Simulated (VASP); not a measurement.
Consider the following.

```xyz
3
Lattice="0.0000 2.9328 2.9328 2.9328 0.0000 2.9328 2.9328 2.9328 0.0000" Properties=species:S:1:pos:R:3 pbc="T T T"
Li     1.4664     1.4664     1.4664
Li     4.3992     4.3992     4.3992
S      0.0000     0.0000     0.0000
```

Level of theory: vdW-DF2, VASP's PBE PAW potentials (set 64) (plane waves; VASP 6.6.1). Run with 520 eV cut-off, 7×7×7 Γ-centred mesh, Gaussian smearing of 0.050 eV, potentials Li_sv S.

Problem. What does the run give for the energy per atom (σ→0), pressure?

Solution. 
energy per atom (σ→0): -292.0 kJ/mol of atoms
pressure: -2.05 GPa

Only differences to runs with the same potentials and settings are physical.

The compound is Li2S in the antifluorite structure. This cell is one point of a volume scan, at 1.06 of the reference volume.
